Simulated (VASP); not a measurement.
Energy against volume of MgF2 (rutile). Level of theory: optB86b-vdW, VASP's PBE PAW potentials (set 64) (plane waves; VASP). Settings: 520 eV cut-off, 5×5×7 Γ-centred mesh, Gaussian smearing of 0.050 eV, potentials Mg F.

Shape and ions are relaxed at each volume.

```json
[
 {"V (Å³/atom)": "10.349", "E (eV/atom)": "-3.58606"},
 {"V (Å³/atom)": "10.679", "E (eV/atom)": "-3.59750"},
 {"V (Å³/atom)": "11.009", "E (eV/atom)": "-3.60159"},
 {"V (Å³/atom)": "11.340", "E (eV/atom)": "-3.59949"}
]
```

**Question.** Fit these four points and predict the energy of the run at 11.670 Å³/atom.

**Answer.** A cubic in V^(−2/3), the third-order Birch-Murnaghan form, passes through the four points with V0 = 11.05 Å³/atom and B0 = 98 GPa, and gives -3.5922 eV/atom there. The run gave -3.5921 eV/atom, +0.1 meV/atom from the fit; all five points give B0 = 99 GPa.

The compound is MgF2 in the rutile structure. It was relaxed first.
